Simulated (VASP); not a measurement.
Data:

```
CELL_PARAMETERS angstrom
      0.00000     2.84939     2.84939
      2.84939     0.00000     2.84939
      2.84939     2.84939     0.00000
ATOMIC_POSITIONS crystal
  Na 0.00000 0.00000 0.00000
  Cl 0.50000 0.50000 0.50000
```

The numbers are results of TPSS meta-GGA, VASP's PBE PAW potentials (set 64) (plane waves; VASP), not measurements. Run with 520 eV cut-off, 8×8×8 Γ-centred mesh, Gaussian smearing of 0.050 eV, potentials Na_pv Cl.

### Question
The job: NaCl (rock salt), 2 atoms, TPSS, static run, 520 eV, 8×8×8 Γ-centred mesh. Roughly how much core time does it take on a busy server core?

### Answer
About 50 core-seconds (one run on a shared machine, a rough figure). It had 29 irreducible k-points, 11 bands, up to 1283 plane waves and 20 electronic steps.

The compound is NaCl in the rock salt structure. It was relaxed first.
